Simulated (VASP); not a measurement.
Computed with PBE GGA, VASP's PBE PAW potentials (set 64) (plane waves; VASP).

Input for VASP

**INCAR**
```
ENCUT = 400
SIGMA = 0.1   # width (eV)
IDIPOL = 3
LMAXMIX = 4   # l cut-off of mixed one-centre charges
LCHARG = .False.
DIPOL = 0.5 0.5 0.5
LORBIT = 11   # lm-projected
GGA = PE   # PBE
ISMEAR = 1
PREC = Normal
LWAVE = .False.
LVHAR = .True.
ALGO = Normal   # blocked Davidson
NELMIN = 4
EDIFF = 1E-6   # SCF stop (eV)
LDIPOL = .True.
NELM = 100   # most electronic steps
LREAL = .False.
SYSTEM = Pd16CO
LASPH = .True.   # aspherical one-centre terms
```

**KPOINTS**
```
Automatic mesh
0
Gamma
5 5 1
0 0 0
```

POSCAR:
```
Pd16CO
1
    5.5764177466     0.0000000000     0.0000000000
    0.0000000000     5.5764177466     0.0000000000
    0.0000000000     0.0000000000    20.1058707861
Pd C O
16 1 1
Direct
  0.2500000000   0.2489597964   0.3537237204
  0.7500000000   0.2498494525   0.3540852736
  0.2500000000   0.7510402036   0.3537237204
  0.7500000000   0.7501505475   0.3540852736
  0.9990283080   0.0000000000   0.4513131487
  0.5009716920   0.0000000000   0.4513131487
  0.9989314104   0.5000000000   0.4503188470
  0.5010685896   0.5000000000   0.4503188470
  0.2500000000   0.2498914809   0.5484273372
  0.7500000000   0.2471585275   0.5501255265
  0.2500000000   0.7501085191   0.5484273372
  0.7500000000   0.7528414725   0.5501255265
  0.0009041590   0.0000000000   0.6516902825
  0.4990958410   0.0000000000   0.6516902825
  0.9997212065   0.5000000000   0.6458038714
  0.5002787935   0.5000000000   0.6458038714
  0.2500000000   0.0000000000   0.7229208280
  0.2500000000   0.0000000000   0.7813541573
```

POTCAR, in this order: Pd C O (PBE.64 set). Program: vasp_std. Read from the step before: WAVECAR.

Problem. What will the output report for the number of irreducible k-points (NKPTS), largest plane-wave count, number of space-group operations, FFT grid (NGX, NGY, NGZ)?

Solution. 
- number of irreducible k-points (NKPTS) = 9
- largest plane-wave count = 11381
- number of space-group operations = 4
- FFT grid (NGX, NGY, NGZ) = 28 × 28 × 98

The cell is a thin slab with vacuum, built from Pd (fcc): (100) face, CO adsorbed.
